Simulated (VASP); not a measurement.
Consider the following.

```
FePt
1.0
    2.77440     0.00000     0.00000
    0.00000     2.77440     0.00000
    0.00000     0.00000     3.78420
Fe Pt
1 1
Direct
  0.00000   0.00000   0.00000
  0.50000   0.50000   0.50000
```
Starting moments (μB, in the order of the record's atoms Fe Pt): 3.0 0.0.

Computed with PBE GGA, VASP's PBE PAW potentials (set 64) (plane waves; VASP). Numerical set-up: 400 eV cut-off, 10×10×7 Γ-centred mesh, first-order Methfessel-Paxton smearing of 0.10 eV, potentials Fe Pt.

Task: Give the stress tensor in GPa (positive for a compressed cell).

Result: 
```
-7.73   0.00   0.00
 0.00  -7.73   0.00
 0.00   0.00  -7.44
```
The pressure is its mean diagonal, -7.63 GPa.

The compound is FePt in the L1_0 structure. The cell was not relaxed at this level.
